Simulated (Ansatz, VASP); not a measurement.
## Cross-check of Sb (Antimony) between VASP and Ansatz

Aim: how closely do two programs agree when they are given the same cell, functional and k mesh? The cell is taken from a series of runs on this material, whose earlier steps may have relaxed, scaled, displaced or heated it; both programs get it as it stands.

Calculated with Ansatz 0.2.0; plane waves, with VASP 6.6.1 beside it; single point at PBEsol.

This is not the structure that Sb takes at ambient pressure and room temperature (space group No. 166); it is a model or a phase of other conditions.

**1. Set-up**

It takes space group I4/mmm (No. 139, tetragonal). Conventional cell: a = 4.328 Å, b = 4.328 Å, c = 6.120 Å, α = 90.00°, β = 90.00°, γ = 90.00°. Sb has 6 Sb at 2.98 to 3.14 Å nearest.

As a file:

```
Sb
1.0
     3.06021    3.06021    0.00000
     3.06021    0.00000    3.06021
     3.06021    0.00000   -3.06021
Sb
2
Cartesian
  3.0602 3.0202 0.0000
  3.0602 0.0400 0.0000
```

**2. VASP: single point, PBEsol, pair 1**

A single point gives forces, pressure and levels at one fixed geometry, so differences don't come from the geometry; what else differs is listed under the comparison.

Lines of VASP's logs that name or quote its potential files are left out, and so is its time.

INCAR reads:

```
SYSTEM = Sb
PREC = Accurate
ENCUT = 500
EDIFF = 1E-06
NELM = 120
ISMEAR = 1
SIGMA = 0.15
LREAL = .FALSE.
ALGO = Normal
GGA = PS
NBANDS = 11
LORBIT = 11
LWAVE = .FALSE.
LCHARG = .FALSE.
ISIF = 2
LASPH = .TRUE.
GGA_COMPAT = .FALSE.
KPAR = 2
```

POSCAR reads:

```
Sb
1.0
    3.0602051925      3.0602051925      0.0000000000
    3.0602051925      0.0000000000      3.0602051925
    3.0602051925      0.0000000000     -3.0602051925
Sb
2
Direct
    0.9869289811      0.0065355095      0.0065355095
    0.0130710189      0.4934644905      0.4934644905
```

KPOINTS reads:

```
Automatic mesh
0
Gamma
12 12 12
0 0 0
```

Potentials, in the order of the species: Sb (PBE family, release 64).

On the command line:

```sh
$ mpirun -np 2 vasp_std
```

Numbers of over 12 decimals in the logs are rounded to 6 here.

The program printed:

```text
[banner, memory and clock lines left out]
running    2 mpi-ranks, on    1 nodes
 distrk:  each k-point on    1 cores,    2 groups
 distr:  one band on    1 cores,    1 groups

 POSCAR found type information on POSCAR Sb
 POSCAR found :  1 types and       2 ions
|                                                                             |
|               ----> ADVICE to this user running VASP <----                  |
|                                                                             |
|     You enforced a specific xc type in the INCAR file but a different       |
|     [... a line on the potential file left out ...]
|     I HOPE YOU KNOW WHAT YOU ARE DOING!                                     |
|                                                                             |

 LDA part: xc-table for (Slater+PW92), standard interpolation
 POSCAR, INCAR and KPOINTS ok, starting setup
 FFT: planning ... GRIDC
 FFT: planning ... GRID_SOFT
 FFT: planning ... GRID
 WAVECAR not read
 entering main loop
       N       E                     dE             d eps       ncg     rms          rms(c)
DAV:   1     0.282337304825E+02    0.28234E+02   -0.34437E+03  3586   0.672E+02
DAV:   2    -0.764562190017E+01   -0.35879E+02   -0.34947E+02  4761   0.109E+02
DAV:   3    -0.906650284359E+01   -0.14209E+01   -0.14036E+01  4337   0.229E+01
DAV:   4    -0.907829436005E+01   -0.11792E-01   -0.11785E-01  4086   0.258E+00
DAV:   5    -0.907841345729E+01   -0.11910E-03   -0.11910E-03  4232   0.289E-01    0.285E+00
DAV:   6    -0.907489539906E+01    0.35181E-02   -0.51700E-04  4095   0.178E-01    0.170E+00
DAV:   7    -0.907243817036E+01    0.24572E-02   -0.14240E-03  4030   0.272E-01    0.686E-02
DAV:   8    -0.907246687726E+01   -0.28707E-04   -0.40702E-05  4176   0.437E-02    0.944E-03
DAV:   9    -0.907246860567E+01   -0.17284E-05   -0.19583E-06  4026   0.947E-03    0.205E-03
DAV:  10    -0.907246848287E+01    0.12279E-06   -0.25433E-07  2330   0.303E-03
   1 F= -.90724685E+01 E0= -.90718169E+01  d E =-.195477E-02
```

Parts of OUTCAR (step 2):

```text
ion  position               nearest neighbor table
   1  0.987  0.007  0.007-   2 2.98   2 3.06   2 3.06   2 3.06   2 3.06   2 3.14
   2  0.013  0.493  0.493-   1 2.98   1 3.06   1 3.06   1 3.06   1 3.06   1 3.14

  LATTYP: Found a face centered cubic cell.
 ALAT       =     6.1204103850

 Subroutine GETGRP returns: Found 16 space group operations
 (whereof  8 operations were pure point group operations)

The static configuration has the point symmetry C_4v.
 The point group associated with its full space group is D_4h.

 Found    163 irreducible k-points:

   k-points           NKPTS =    163   k-points in BZ     NKDIM =    163   number of bands    NBANDS=     11

   dimension x,y,z NGX =    32 NGY =   32 NGZ =   32
   dimension x,y,z NGXF=    64 NGYF=   64 NGZF=   64

   ENCUT  =  500.0 eV  36.75 Ry    6.06 a.u.   7.89  7.89  7.89*2*pi/ulx,y,z

   NELECT =      10.0000    total number of electrons

 k-points in reciprocal lattice and weights: Automatic mesh
   0.00000000  0.00000000  0.00000000       0.001
   0.08333333  0.00000000  0.00000000       0.001
   0.08333333  0.08333333  0.08333333       0.002
   0.16666667  0.00000000  0.00000000       0.001
   0.16666667  0.16666667  0.16666667       0.002
   0.25000000  0.00000000  0.00000000       0.001
   0.25000000  0.25000000  0.25000000       0.002
   0.33333333  0.00000000  0.00000000       0.001
   0.33333333  0.33333333  0.33333333       0.002
[...]
-0.25000000  0.25000000  0.25000000       0.002
   0.25000000  0.50000000  0.50000000       0.001

 average (electrostatic) potential at core
       1 -85.1184       2 -85.1184

 E-fermi :   7.5276

 k-point     1 :       0.0000    0.0000    0.0000
  band No.  band energies     occupation
      1      -5.2203      2.00000
      2       3.2034      2.00000
      3       5.7932      2.00000
      4       5.8241      2.00000
      5       5.8241      2.00000
      6      10.8028      0.00000
      7      10.8028      0.00000
      8      10.8836      0.00000
      9      12.2628      0.00000
     10      12.3120      0.00000
    ...

 k-point     2 :       0.0833    0.0000    0.0000
  band No.  band energies     occupation
      1      -5.1152      2.00000
      2       2.6771      2.00000
      3       5.6205      2.00000
      4       5.6205      2.00000
      5       6.5661      2.00000
      6       9.6192     -0.00000
      7      10.9223      0.00000
      8      10.9223      0.00000
      9      11.7720      0.00000
     10      12.6927      0.00000
    ...

 k-point     3 :       0.0833    0.0833    0.0833
  band No.  band energies     occupation
      1      -5.1154      2.00000
      2       2.6824      2.00000
      3       5.5910      2.00000
      4       5.6223      2.00000
      5       6.5978      2.00000
      6       9.5776     -0.00000
      7      10.8773      0.00000
      8      10.9886      0.00000
      9      11.8509      0.00000
     10      12.6520      0.00000
    ...

  Total        0.0930954      0.2504295      0.0930954      0.0000000      0.0000000     -0.0000000
  in kB        2.6022980      7.0002632      2.6022980      0.0000000      0.0000000     -0.0000000
  external PRESSURE =       4.0682864 kB  Pullay stress =       0.0000000 kB

  energy-cutoff  :      500.00
  volume of cell :       57.32
      direct lattice vectors                 reciprocal lattice vectors
     3.060205192  3.060205192  0.000000000     0.000000000  0.326775473  0.000000000
     3.060205192  0.000000000  3.060205192     0.163387737 -0.163387737  0.163387737
     3.060205192  0.000000000 -3.060205192     0.163387737 -0.163387737 -0.163387737

 POSITION                                       TOTAL-FORCE (eV/Angst)
 -----------------------------------------------------------------------------------
      3.06021      3.02021      0.00000         0.000000     -0.140294      0.000000
      3.06021      0.04000      0.00000        -0.000000      0.140294      0.000000
 -----------------------------------------------------------------------------------
    total drift:                                0.000000      0.000000      0.000000

  FREE ENERGIE OF THE ION-ELECTRON SYSTEM (eV)
  ---------------------------------------------------
  free  energy   TOTEN  =        -9.0724684829 eV

  energy  without entropy=       -9.0705137169  energy(sigma->0) =       -9.07181689

 total charge
# of ion       s       p       d       tot
------------------------------------------
    1        1.213   1.138   0.040   2.391
    2        1.213   1.138   0.040   2.391
--------------------------------------------------
tot          2.425   2.277   0.079   4.782

[... 3 further parts left out ...]
```

The run ends at a pressure of 0.41 GPa, with forces up to 0.14 eV/Å.

**3. Ansatz: single point, PBEsol, pair 1**

Ansatz runs on norm-conserving files, of PseudoDojo where its log says so.

The same cell, functional, mesh and smearing now go to Ansatz, which takes its cutoff from its data sets.

input.yaml reads:

```yaml
crystal:
  lattice:
    - [3.0602051925, 3.0602051925, 0.0]
    - [3.0602051925, 0.0, 3.0602051925]
    - [3.0602051925, 0.0, -3.0602051925]
  atoms:
    - { symbol: Sb, position: [-0.0130710189, 0.0065355095, 0.0065355095] }
    - { symbol: Sb, position: [0.0130710189, 0.4934644905, 0.4934644905] }
kpoints:
  mp_grid: { grid: [12, 12, 12] }
hamiltonian:
  xc: pbesol
  pseudopotentials: { kind: nc }
scf:
  occupations: { method: methfessel_paxton, width: 0.15 }
output:
  forces: true
  stress: true
  eigenvalues: true
```

On the command line:

```sh
$ ansatz run input.yaml --threads 4 --pin off --max-ram 7168MiB --backend cpu --events-out ev --progress --plain --runs-dir out
```

The program printed:

```text
Engine: ansatz 0.2.0, aarch64-unknown-linux-gnu
Pseudopotentials: kind: nc
Pseudopotential: Sb, nc, valence charge 15, recommended cutoff 1088.45545 eV (normal), Sb.nc.azcp (PseudoDojo's, or run here from an input of PseudoDojo's: the run reads no file of this project's for it)
Functional definition: PBEsol
  exchange = pbesol_x
  correlation = pbesol_c
Crystal: 2 atoms, lattice volume = 57.317 Å³
Basis set: ecut = 1088.45545 eV, 4645 PW (Γ), exchange–correlation on 96×96×96 points (8 copies of the dense FFT grid, shifted against one another)
Bands: 19, of which v1, the nominal top of the filled ones, is band 15 counted from 1 (14 counted from 0)
Symmetry: 16 space group operations
Space group: I4/mmm (ITA 139), of the structure as read, at distance tolerance 3.9e-5 Å
k-points: 163 of 1728
Non-local potential: Sb, projectors of the file, l = 0: 2, l = 1: 2, l = 2: 2, l = 3: 2
Initial density: superposition of atomic densities (chi_scale 0.1, normalization cell)
Initial wavefunctions: pseudopotential atomic-orbital guess
Functional: x = pbesol(κ = 0.804, μ = 0.123457), c = pbesol(β = 0.046)
SCF iter   1: F=—  HF=-4939.491374 eV  |F-HF|=—  |Δ(HF+E_count)|=         —  Δρ=1.28e-2  dr2=7.55e-2  ethr=3.10e-3  ⟨swp⟩=5.4  Hψ=14457  notcnv=0
preconditioner: auto → Kerker (q_TF=auto, 2.449 Å⁻¹)  [metal: Δε(μ)=0.004 eV  Ē_g=8.796 eV  σ=0.150 eV  W_gap=0.02  n_scr=14 (ndim 8)  ℏωp=15.5 eV  f_vac=0.000  D(μ)=1.22/eV (n_scr^D=8)]
SCF iter   2: F=—  HF=-4939.486232 eV  |F-HF|=—  |Δ(HF+E_count)|=   5.14e-3  S|Δr|=    0.00e0  Δρ=8.38e-3  dr2=3.19e-2  ethr=2.52e-4  ⟨swp⟩=1.3  Hψ=4455  notcnv=0
SCF iter   3: F=—  HF=-4939.483511 eV  |F-HF|=—  |Δ(HF+E_count)|=   2.72e-3  S|Δr|=    0.00e0  Δρ=1.17e-3  dr2=6.77e-4  ethr=1.06e-4  ⟨swp⟩=2.0  Hψ=5528  notcnv=0
SCF iter   4: F=—  HF=-4939.483492 eV  |F-HF|=—  |Δ(HF+E_count)|=   1.93e-5  S|Δr|=    0.00e0  Δρ=5.02e-4  dr2=1.24e-4  ethr=2.26e-6  ⟨swp⟩=2.0  Hψ=5552  notcnv=0
SCF iter   5: F=—  HF=-4939.483493 eV  |F-HF|=—  |Δ(HF+E_count)|=   1.53e-6  S|Δr|=    0.00e0  Δρ=1.78e-4  dr2=1.93e-5  ethr=4.14e-7  ⟨swp⟩=2.1  Hψ=5581  notcnv=0
SCF iter   6: F=—  HF=-4939.483463 eV  |F-HF|=—  |Δ(HF+E_count)|=   3.03e-5  S|Δr|=    0.00e0  Δρ=7.39e-5  dr2=1.25e-6  ethr=6.43e-8  ⟨swp⟩=3.0  Hψ=5607  notcnv=0
SCF iter   7: F=-4939.483462 eV  HF=-4939.483462 eV  |F-HF|=1.71e-9  |Δ(HF+E_count)|=   5.33e-7  S|Δr|=    0.00e0  Δρ=6.28e-6  dr2=1.22e-8  ethr=3.33e-10  ⟨swp⟩=5.1  Hψ=17356  notcnv=0
SCF 1 converged in 7 iterations: F = -4939.483462 eV  dr2 = 1.22e-8
SCF converged after 7 iterations
Stability not checked: this state was not tested for a lower state beside it, because cold or Methfessel-Paxton smearing, or corrected tetrahedra, fill the levels in a way that the test cannot read (fill_not_monotonic; see scf.lower_state_search)
Free energy (F): -4939.483462 eV
Harris-Foulkes:  -4939.483462 eV  (|F-HF|=1.71e-9)
Internal energy: -4939.481501 eV  (E = F + TS)
E sigma→0 (E₀):  -4939.482972 eV
Entropy (-TS):   -0.001961 eV (-0.981 meV/atom)
Fermi energy:    10.931190 eV
--- Per-component energies (eV) ---
  E_band       = -306.807530
  E_kinetic    = 2898.725678
  E_local      = -2173.817268  (includes V_loc(G=0)·N_el)
  E_nonlocal   = -2599.626324
  E_hartree    = 1161.031117
  E_xc         = -1222.632109
  E_vxc        = -754.149693  (∫ρ·V_xc dr)
  E_ewald      = -3003.162594
  E_smearing   = -0.001961  (= −TS)
  E_closure    = -0.000000  (closes the sum)
  Σ components = -4939.483462   (vs F -4939.483462, Δ=0.00e0)
--- Forces (eV/Å), atoms counted from 1 ---
  atom   1  Sb     0.00000000    -0.14930670     0.00000000
  atom   2  Sb     0.00000000     0.14930670     0.00000000
  max |Σ_I F_I| component: 5.55e-17 eV/Å
--- Stress (GPa, compression-positive) ---
        0.071427       0.000000       0.000000
        0.000000       0.503446       0.000000
        0.000000       0.000000       0.071427
  P = ⅓ Tr σ = 0.2154 GPa (2.154 kbar)
--- Band table (eV; the first three rows and the last of 163) ---
  k-point 0: bands = [... 11 lower, 6.5718, 9.2023, 9.2320, 9.2320, 14.2042, 14.2042, 14.2812, 15.7341]
  k-point 1: bands = [... 11 lower, 6.1292, 9.2250, 9.2458, 9.5041, 13.8551, 13.8920, 13.9806, 15.6235]
  k-point 2: bands = [... 11 lower, 5.1721, 9.2741, 9.2961, 9.9830, 13.0982, 13.1379, 13.3837, 15.6479]
  k-point 162: bands = [... 11 lower, 3.4246, 5.1089, 7.1957, 7.1957, 12.8983, 16.4003, 16.4003, 18.6096]
```

The run ends at a pressure of 0.22 GPa, with forces up to 0.15 eV/Å.

**4. Side by side**

Known differences besides the potentials themselves: the data sets hold 30 valence electrons in Ansatz (on norm-conserving files, of PseudoDojo where its log says so) and 10 in VASP; the cutoff is 1088.46 eV in Ansatz and 500 eV in VASP. Total energies have different zeros and are not compared.

Compared:

```
      quantity  Ansatz  VASP  difference
pressure (GPa)    0.22  0.41       -0.19
```

Forces (eV/Å; atoms numbered as in POSCAR):

| atom | Ansatz x, y, z | VASP x, y, z |
| --- | --- | --- |
| Sb1 | 0.000, -0.149, 0.000 | 0.000, -0.140, 0.000 |
| Sb2 | 0.000, 0.149, 0.000 | 0.000, 0.140, 0.000 |

The forces differ by 5.2 meV/Å r.m.s., which is 6.4 % of the r.m.s. force of 0.081 eV/Å (both taken over all components).

**5. Ansatz: single point, PBEsol, pair 2**

A single point gives forces, pressure and levels at one fixed geometry, so differences don't come from the geometry; what else differs is listed under the comparison.

The cell is taken from a series of runs on this material, whose earlier steps may have relaxed, scaled, displaced or heated it; both programs get it as it stands.

input.yaml, the sections that differ from step 3:

```yaml
crystal:
  lattice:
    - [3.0602051925, 3.0602051925, 0.0]
    - [3.0602051925, 0.0, 3.0602051925]
    - [3.0602051925, 0.0, -3.0602051925]
  atoms:
    - { symbol: Sb, position: [-0.0261420379, 0.0130710189, 0.0130710189] }
    - { symbol: Sb, position: [0.0261420379, 0.4869289811, 0.4869289811] }
# kpoints, hamiltonian, scf, output: as in step 3
```

The program printed:

```text
[...]
Crystal: 2 atoms, lattice volume = 57.317 Å³
Basis set: ecut = 1088.45545 eV, 4645 PW (Γ), exchange–correlation on 96×96×96 points (8 copies of the dense FFT grid, shifted against one another)
Bands: 19, of which v1, the nominal top of the filled ones, is band 15 counted from 1 (14 counted from 0)
Symmetry: 16 space group operations
[...]
k-points: 163 of 1728
[...]
--- Band table (eV; the first three rows and the last of 163) ---
  k-point 0: bands = [... 11 lower, 6.5928, 9.1429, 9.2652, 9.2652, 14.0505, 14.0505, 14.3388, 15.7501]
  k-point 1: bands = [... 11 lower, 6.1479, 9.1851, 9.2772, 9.5138, 13.7493, 13.8190, 14.0106, 15.6706]
  k-point 2: bands = [... 11 lower, 5.1879, 9.2305, 9.3222, 9.9799, 13.0486, 13.1946, 13.3651, 15.6564]
  k-point 162: bands = [... 11 lower, 3.2158, 5.2850, 7.1983, 7.1983, 12.9028, 16.4178, 16.4178, 18.6840]
[key lines of the parts left out:]
SCF converged after 7 iterations
Free energy (F): -4939.497305 eV
Fermi energy:    10.957862 eV
P = ⅓ Tr σ = 0.7544 GPa (7.544 kbar)
```

The run ends at a pressure of 0.75 GPa, with forces up to 0.14 eV/Å.

**6. VASP: single point, PBEsol, pair 2**

The same cell, functional, mesh and smearing now go to VASP, with its own data sets.

INCAR is that of step 2.

POSCAR reads:

```
Sb
1.0
    3.0602051925      3.0602051925      0.0000000000
    3.0602051925      0.0000000000      3.0602051925
    3.0602051925      0.0000000000     -3.0602051925
Sb
2
Direct
    0.9738579621      0.0130710189      0.0130710189
    0.0261420379      0.4869289811      0.4869289811
```

KPOINTS is that of step 2.

On the command line:

```sh
$ mpirun -np 2 vasp_std
```

The program printed:

```text
[banner, memory and clock lines left out]
running    2 mpi-ranks, on    1 nodes
[...]
[... a notice as in an earlier step ...]

 LDA part: xc-table for (Slater+PW92), standard interpolation
 POSCAR, INCAR and KPOINTS ok, starting setup
[...]
entering main loop
       N       E                     dE             d eps       ncg     rms          rms(c)
DAV:   1     0.283403854341E+02    0.28340E+02   -0.34467E+03  3586   0.672E+02
DAV:   2    -0.764882430725E+01   -0.35989E+02   -0.35072E+02  4735   0.109E+02
DAV:   3    -0.908141045719E+01   -0.14326E+01   -0.14169E+01  4356   0.230E+01
DAV:   4    -0.909354981874E+01   -0.12139E-01   -0.12138E-01  4132   0.260E+00
[...]
DAV:   8    -0.908525345018E+01   -0.34288E-04   -0.53058E-05  4191   0.500E-02    0.981E-03
DAV:   9    -0.908525584905E+01   -0.23989E-05   -0.26194E-06  4028   0.112E-02    0.197E-03
DAV:  10    -0.908525568942E+01    0.15963E-06   -0.26424E-07  2342   0.314E-03
   1 F= -.90852557E+01 E0= -.90853026E+01  d E =0.140600E-03
```

Parts of OUTCAR (step 6):

```text
  Total        0.2537666      0.5303516      0.2537666      0.0000000      0.0000000      0.0000000
  in kB        7.0935474     14.8249357      7.0935474      0.0000000      0.0000000      0.0000000
  external PRESSURE =       9.6706768 kB  Pullay stress =       0.0000000 kB

 POSITION                                       TOTAL-FORCE (eV/Angst)
 -----------------------------------------------------------------------------------
      3.06021      2.98021      0.00000        -0.000000     -0.117087      0.000000
      3.06021      0.08000      0.00000         0.000000      0.117087      0.000000
 -----------------------------------------------------------------------------------
    total drift:                               -0.000000     -0.000000     -0.000000

  FREE ENERGIE OF THE ION-ELECTRON SYSTEM (eV)
  ---------------------------------------------------
  free  energy   TOTEN  =        -9.0852556894 eV

  energy  without entropy=       -9.0853962895  energy(sigma->0) =       -9.08530256

[... 2 parts as in an earlier step ...]

[... 1 further part left out ...]
[key lines of the parts left out:]
E-fermi :   7.5549
```

The run ends at a pressure of 0.97 GPa, with forces up to 0.12 eV/Å.

**7. Differences**

What differs besides the data sets and the points named for the pairs above, as far as they apply: the data sets hold 30 valence electrons in Ansatz (on norm-conserving files, of PseudoDojo where its log says so) and 10 in VASP. Total energies have different zeros and are not compared.

The two programs side by side:

| quantity | Ansatz | VASP | difference |
| --- | --- | --- | --- |
| pressure (GPa) | 0.75 | 0.97 | -0.21 |

Forces (eV/Å; atoms numbered as in POSCAR):

| atom | Ansatz x, y, z | VASP x, y, z |
| --- | --- | --- |
| Sb1 | 0.000, -0.135, 0.000 | 0.000, -0.117, 0.000 |
| Sb2 | 0.000, 0.135, 0.000 | 0.000, 0.117, 0.000 |

The forces differ by 11 meV/Å r.m.s., which is 15.6 % of the r.m.s. force of 0.068 eV/Å (both taken over all components).

[end of part 1 of 2]

[Lines on the potential files, build, host, timing and source positions are cut from VASP's logs without a mark.]

[Logs are printed without paths, hosts, clocks, repeated set-up lines and the standing remarks that a program may print on its own settings, such as how far it seeks lower states.]

[Hosts, paths, dates, database ids (printed as entryN), source tags and the programs' standing remarks are cut or masked in the printed files.]
